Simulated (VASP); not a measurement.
Data:

```
CdS
1.0
    2.10342    -3.64322     0.00000
    2.10342     3.64322     0.00000
    0.00000     0.00000     6.83231
Cd S
2 2
Direct
  0.66667   0.33333   0.50000
  0.33333   0.66667   0.00000
  0.66667   0.33333   0.87700
  0.33333   0.66667   0.37700
```

All values below come from PBE GGA, VASP's PBE PAW potentials (set 64) (plane waves; VASP). Run with 520 eV cut-off, Gaussian smearing of 0.050 eV, potentials Cd S.

Task: Predict the band gap (along the path) with the smallest direct gap where there is one.

Result: 
| Item | Result |
|---|---|
| band gap (along the path) | 1.10 eV |
| smallest direct gap (along the path) | 1.10 eV |

Only differences to runs with the same potentials and settings are physical.

The compound is CdS in the wurtzite structure. It was relaxed first.
